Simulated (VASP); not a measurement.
Computed with PW91 GGA, VASP's PBE PAW potentials (set 64) (plane waves; VASP).

VASP ran on this input.

**POSCAR**
```
MoTe2
1
    1.7817179720    -3.0860256157     0.0000000000
    1.7817179720     3.0860256157     0.0000000000
   -0.0000000000     0.0000000000    14.7974901483
Te Mo
4 2
Direct
  0.3333330000   0.6666670000   0.8723333228
  0.6666670000   0.3333330000   0.3723333228
  0.6666670000   0.3333330000   0.1276666772
  0.3333330000   0.6666670000   0.6276666772
  0.3333330000   0.6666670000   0.2500000000
  0.6666670000   0.3333330000   0.7500000000
```

**INCAR**
```
SYSTEM = MoTe2
PREC = Accurate
ENCUT = 520
EDIFF = 1E-7
NELM = 100
ALGO = Normal
LREAL = .FALSE.
LASPH = .TRUE.
ISMEAR = 0
SIGMA = 0.05
GGA = 91
LMAXMIX = 4
LWAVE = .FALSE.
LCHARG = .FALSE.
LORBIT = 11
ICHARG = 11
```

File KPOINTS:
```
k-points along high-symmetry lines
10
Line-mode
Reciprocal
  0.000000   0.000000   0.000000 ! GAMMA
  0.000000   0.500000   0.000000 ! M

  0.000000   0.500000   0.000000 ! M
 -0.333333   0.666667   0.000000 ! K

 -0.333333   0.666667   0.000000 ! K
  0.000000   0.000000   0.000000 ! GAMMA

  0.000000   0.000000   0.000000 ! GAMMA
  0.000000   0.000000   0.500000 ! A

  0.000000   0.000000   0.500000 ! A
  0.000000   0.500000   0.500000 ! L

  0.000000   0.500000   0.500000 ! L
 -0.333333   0.666667   0.500000 ! H

 -0.333333   0.666667   0.500000 ! H
  0.000000   0.000000   0.500000 ! A

  0.000000   0.500000   0.500000 ! L
  0.000000   0.500000   0.000000 ! M

 -0.333333   0.666667   0.500000 ! H
 -0.333333   0.666667   0.000000 ! K
```

POTCAR, in this order: Te Mo_sv (PBE.64 set). Program: vasp_std. Read from the step before: CHGCAR.

Output

File OSZICAR:
```
       N       E                     dE             d eps       ncg     rms          rms(c)
DAV:   1     0.397879761757E+03    0.39788E+03   -0.27322E+04  6684   0.148E+03
DAV:   2    -0.127756887923E+02   -0.41066E+03   -0.40208E+03  7028   0.341E+02
DAV:   3    -0.349691012597E+02   -0.22193E+02   -0.21734E+02  7087   0.662E+01
DAV:   4    -0.356588970788E+02   -0.68980E+00   -0.68690E+00  6956   0.111E+01
DAV:   5    -0.356823162765E+02   -0.23419E-01   -0.23404E-01  7490   0.206E+00
DAV:   6    -0.356827978898E+02   -0.48161E-03   -0.48146E-03  6980   0.281E-01
DAV:   7    -0.356828143963E+02   -0.16507E-04   -0.16503E-04  7428   0.486E-02
DAV:   8    -0.356828150437E+02   -0.64739E-06   -0.64736E-06  6797   0.830E-03
DAV:   9    -0.356828150764E+02   -0.32667E-07   -0.32683E-07  4791   0.166E-03
   1 F= -.35682815E+02 E0= -.35682815E+02  d E =-.359670E-26
```

**OUTCAR**
```
 val. band max:        6.9734375321   @ k =  -0.3333   0.6667   0.0000

 cond. band min:       7.8874404147   @ k =  -0.1852   0.3704   0.0000



 k-point     1 :       0.0000    0.0000    0.0000
  band No.  band energies     occupation
      1     -53.5782      2.00000
      2     -53.5782      2.00000
      3     -27.8444      2.00000
      4     -27.8444      2.00000
      5     -27.7437      2.00000
      6     -27.7437      2.00000
      7     -27.7437      2.00000
      8     -27.7437      2.00000
      9      -5.6420      2.00000
     10      -5.4875      2.00000
     11      -4.7647      2.00000
     12      -4.5174      2.00000
     13       1.6234      2.00000
     14       2.4402      2.00000
     15       4.3808      2.00000
     16       5.2760      2.00000
     17       5.2760      2.00000
     18       5.2832      2.00000
     19       5.2832      2.00000
     20       6.0329      2.00000
     21       6.0329      2.00000
     22       6.0489      2.00000
     23       6.0489      2.00000
     24       6.1773      2.00000
     25       6.3203      2.00000
     26       6.9366      2.00000
     27       9.8930      0.00000
     28       9.8943      0.00000
     29       9.9567      0.00000
     30       9.9569      0.00000
     31      10.1329      0.00000

 k-point     2 :       0.0000    0.0556    0.0000
  band No.  band energies     occupation
      1     -53.5780      2.00000
      2     -53.5780      2.00000
      3     -27.8437      2.00000
      4     -27.8437      2.00000
      5     -27.7471      2.00000
      6     -27.7471      2.00000
      7     -27.7445      2.00000
      8     -27.7445      2.00000
      9      -5.6006      2.00000
     10      -5.4464      2.00000
     11      -4.7349      2.00000
     12      -4.4898      2.00000
     13       1.6701      2.00000
     14       2.4855      2.00000
     15       4.3518      2.00000
     16       5.1809      2.00000
     17       5.1899      2.00000
     18       5.3094      2.00000
...
```

The density is held fixed in this step, so its total energy and stress have no physical meaning. Without a dispersion term in the relaxation, distances and binding between the weakly bound layers, chains or molecules are unreliable, and so is what depends on them. Unless said otherwise, spin-orbit coupling is left out, though it shifts the bands of the heavy elements here.

The compound is MoTe2 in the 2H layered structure. It was relaxed first, which changed the volume by +9 %.
